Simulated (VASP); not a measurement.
Given:

```xyz
2
Lattice="2.9900 0.0000 0.0000 0.0000 2.9900 0.0000 0.0000 0.0000 2.9900" Properties=species:S:1:pos:R:3 pbc="T T T"
Al     1.4950     1.4950     1.4950
Ru     0.0000     0.0000     0.0000
```

Level of theory: revPBE GGA, VASP's PBE PAW potentials (set 64) (plane waves; VASP). Run with 520 eV cut-off, 11×11×11 Γ-centred mesh, first-order Methfessel-Paxton smearing of 0.10 eV, potentials Al Ru_pv.

Energy and stress use the plane-wave basis of the starting cell.

Task: The ions, cell shape and volume are relaxed. Predict the relaxed structure.

Result: 
```xyz
2
Lattice="3.0163 0.0000 0.0000 0.0000 3.0163 0.0000 0.0000 0.0000 3.0163" Properties=species:S:1:pos:R:3 pbc="T T T"
Al     1.5081     1.5081     1.5081
Ru     0.0000     0.0000     0.0000
```
Space group Pm-3m (221), at a tolerance of 0.03 Å.

Task: How do energy and volume change from the first to the last step?

Result: The energy (σ→0) changes by -5.8 meV/atom and the volume by +2.7 %, in 3 ionic steps.

The compound is RuAl in the CsCl type structure. This run relaxes it. Symmetry was kept, so distortions that lower it aren't found. The electron count is odd and the run is not spin-polarised, which forces a metal.
